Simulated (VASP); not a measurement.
Calculation: revPBE GGA, VASP's PBE PAW potentials (set 64) (plane waves; VASP).

VASP input:

INCAR:
```
! general
SYSTEM  = GaCuSe2
PREC    = Accurate
ENCUT   = 300   ! plane-wave cut-off (eV)
LREAL   = F   ! projection in real space or not
LASPH   = T   ! aspherical one-centre terms

! electronic loop
EDIFF   = 1E-6
NELM    = 100
ALGO    = Normal   ! blocked Davidson
LMAXMIX = 4   ! l cut-off of mixed one-centre charges

! smearing
ISMEAR  = 0
SIGMA   = 0.136

! functional
GGA     = RE   ! revPBE

! ions
ISIF    = 2   ! forces and stress, cell fixed

! output
LWAVE   = F
LCHARG  = F
```

KPOINTS:
```
kpoints
0
G
6 6 6
```

File POSCAR:
```
GaCuSe2
1
   -2.8254620000     2.8254620000     5.6029440000
    2.8254620000    -2.8254620000     5.6029440000
    2.8254620000     2.8254620000    -5.6029440000
Ga Cu Se
2 2 4
Direct
  0.2500000000   0.7500000000   0.5000000000
  0.5000000000   0.5000000000   0.0000000000
  0.7500000000   0.2500000000   0.5000000000
  0.0000000000   0.0000000000   0.0000000000
  0.1212200000   0.1250000000   0.4962200000
  0.8750000000   0.3712200000   0.9962200000
  0.6287800000   0.6250000000   0.5037800000
  0.3750000000   0.8787800000   0.0037800000
```

POTCAR, in this order: Ga_d Cu Se (PBE.64 set). Program: vasp_std.

At this cut-off the stress carries a Pulay error, which pulls relaxed volumes low.

Question: What does the run give for the energy per atom (σ→0), pressure, largest force, band gap (on the k-mesh)?

Answer: 
* **energy per atom (σ→0)**: -3.577 eV/atom
* **band gap (on the k-mesh)**: 0.16 eV
* **pressure**: 2.18 GPa
* **largest force**: 0.084 eV/Å

**OSZICAR**
```
...
DAV:  11    -0.286141069627E+02   -0.20327E-02   -0.13415E-02  3904   0.143E+00    0.155E-01
DAV:  12    -0.286138257074E+02    0.28126E-03   -0.22664E-03  3792   0.818E-01    0.364E-02
DAV:  13    -0.286138981827E+02   -0.72475E-04   -0.46838E-04  3466   0.137E-01    0.102E-02
DAV:  14    -0.286139170242E+02   -0.18841E-04   -0.62109E-05  3632   0.877E-02    0.164E-02
DAV:  15    -0.286139124579E+02    0.45663E-05   -0.24896E-05  3160   0.859E-02    0.458E-03
DAV:  16    -0.286139141770E+02   -0.17192E-05   -0.84695E-06  3048   0.171E-02    0.215E-03
DAV:  17    -0.286139142944E+02   -0.11737E-06   -0.38401E-07  1744   0.587E-03
   1 F= -.28613914E+02 E0= -.28613501E+02  d E =-.825897E-03
```

The structure comes from a computed database's GaCuSe2 entry; how it stands against other phases isn't given here. The cell was not relaxed at this level.
